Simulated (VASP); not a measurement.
Energy against volume of Pd (fcc). Calculation: PBE GGA, VASP's PBE PAW potentials (set 64) (plane waves; VASP).

| V (Å³/atom) | E (eV/atom) |
|---|---|
| 14.391 | -5.18443 |
| 14.850 | -5.20958 |
| 15.309 | -5.21707 |
| 15.769 | -5.21003 |
| 16.228 | -5.19110 |

Problem. Fit a third-order Birch-Murnaghan equation of state.

Solution. 
```json
{
  "volume_per_atom": "15.30 Å³/atom",
  "bulk_modulus": "1690 kbar",
  "pressure_derivative_of_the_bulk_modulus": "5.57",
  "lattice_constant_a": "3.941 Å"
}
```

Measured: bulk modulus 195 GPa at 0 K (computed value off by -13.7 %), as given by Vázquez-Parga, Fernández-Martínez, Viñes, J. Chem. Theory Comput. (2023), doi:10.1021/acs.jctc.3c00612, Supporting … [zero-point energy and finite temperature contributions removed]; a 3.876 Å at 0 K (computed value off by +1.7 %), as given by Daniel Mejia-Rodriguez et al., Physical Review B (2018), arXiv:1807.09216 [static lattice: zero-point anharmonic expansion removed].

The compound is Pd in the fcc structure. It was relaxed first.
